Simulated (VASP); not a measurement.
Here is the system:

```yaml
crystal:
  lattice:
    - [5.15175, 0.00000, 0.00000]
    - [0.00000, 5.15175, 0.00000]
    - [0.00000, 0.00000, 3.46051]
  atoms:
    - { symbol: Pb, position: [0.00000, 0.00000, 0.00000] }
    - { symbol: Pb, position: [0.50000, 0.50000, 0.50000] }
    - { symbol: O, position: [0.30855, 0.30855, 0.00000] }
    - { symbol: O, position: [0.80855, 0.19145, 0.50000] }
    - { symbol: O, position: [0.19145, 0.80855, 0.50000] }
    - { symbol: O, position: [0.69145, 0.69145, 0.00000] }
```

These are RPBE GGA, VASP's PBE PAW potentials (set 64) (plane waves; VASP) values and carry that method's errors. Run with 520 eV cut-off, Gaussian smearing of 0.050 eV, potentials Pb_d O.

Unless said otherwise, spin-orbit coupling is left out, though it shifts the bands of the heavy elements here.

**Question.** Give the energies of bands 15 to 28 at the high-symmetry points, in eV from the valence-band maximum.

**Answer.** 
| band | Γ | X | M | Z | R | A |
|---|---|---|---|---|---|---|
| 15 | -7.74 | -6.26 | -5.65 | -7.11 | -6.89 | -7.46 |
| 16 | -2.96 | -6.26 | -5.65 | -7.11 | -6.89 | -7.46 |
| 17 | -2.95 | -2.32 | -2.85 | -3.09 | -4.20 | -3.53 |
| 18 | -2.95 | -2.32 | -2.85 | -3.09 | -4.20 | -3.53 |
| 19 | -2.53 | -2.18 | -2.30 | -2.77 | -3.10 | -1.92 |
| 20 | -1.73 | -2.18 | -2.30 | -2.77 | -3.10 | -1.92 |
| 21 | -1.61 | -1.16 | -1.29 | -1.82 | -0.91 | -1.79 |
| 22 | -0.69 | -1.16 | -1.29 | -1.82 | -0.91 | -1.79 |
| 23 | -0.58 | -0.60 | -0.63 | -0.87 | -0.60 | -0.54 |
| 24 | -0.58 | -0.60 | -0.63 | -0.87 | -0.60 | -0.54 |
| 25 | -0.47 | -0.29 | -0.39 | -0.64 | -0.26 | -0.41 |
| 26 | -0.47 | -0.29 | -0.39 | -0.64 | -0.26 | -0.41 |
| 27 | 0.14 | 1.93 | 2.32 | 3.23 | 3.48 | 2.44 |
| 28 | 3.73 | 1.93 | 2.32 | 3.23 | 3.48 | 2.44 |

The gap is indirect, 0.07 eV, from the valence maximum at Γ-Z at 0.33 to the conduction minimum at M-Γ at 0.78.

The compound is PbO2 in the rutile structure. It was relaxed first, which changed the volume by +10 %.
